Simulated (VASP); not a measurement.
MoN2:

```
Mo N
1.0
     4.34805    0.00000    0.00000
     0.00000    4.34805    0.00000
     0.00000    0.00000    2.76746
Mo N
2 4
Direct
  0.00000 0.00000 0.00000
  0.50000 0.50000 0.00000
  0.61165 0.88835 0.50000
  0.38835 0.11165 0.50000
  0.11165 0.61165 0.50000
  0.88835 0.38835 0.50000
```

Measurements of this composition are mostly on another form, of space group No. 160.

```yaml
Program: VASP 6.6.1
Task: single point
Functional: PBEsol
Potentials_or_basis: VASP PAW PBE potentials, release 64 (Mo_sv, N)
Cutoff: 520 eV
k_mesh: 6 × 6 × 10
Occupations: fermi-dirac, width 0.05 eV
Spin: no spin polarisation
```

On this cell: pressure -13.5 GPa; largest force 0.157 eV/Å; band gap on the k mesh none (metal or under the smearing width).

The same run follows on a disturbed copy (atoms moved at random, drawn with an rms of 0.05 Å):

```xyz
6
Lattice="4.3481 0.0000 0.0000 0.0000 4.3481 0.0000 0.0000 0.0000 2.7675" Properties=species:S:1:pos:R:3 pbc="T T T"
Mo    0.0237    0.0627   -0.0292
Mo    2.1906    2.1882   -0.0055
N     2.6774    3.8511    1.3707
N     1.6674    0.5040    1.3772
N     0.4650    2.6655    1.4075
N     3.8170    1.6931    1.3503
```

What does the disturbed cell give?

The energy (extrapolated to zero smearing) moves by +18.8 meV/atom; pressure -14.3 GPa; largest force 1.353 eV/Å; band gap on the k mesh none (metal or under the smearing width).

Forces on the atoms (eV/Å):
```
Mo  -0.458 -1.142  0.064
Mo  -0.983 -0.063 -0.046
N   -0.797  0.773  0.061
N    0.759 -0.592 -0.091
N    0.376  0.414 -0.480
N    1.103  0.611  0.492
```

Stress tensor (GPa, compression positive):
```
-14.62   0.29  -0.21
  0.29 -14.12  -0.36
 -0.21  -0.36 -14.29
```

Caveats: the PAW data sets were made with another functional, which shifts forces and pressure a little.
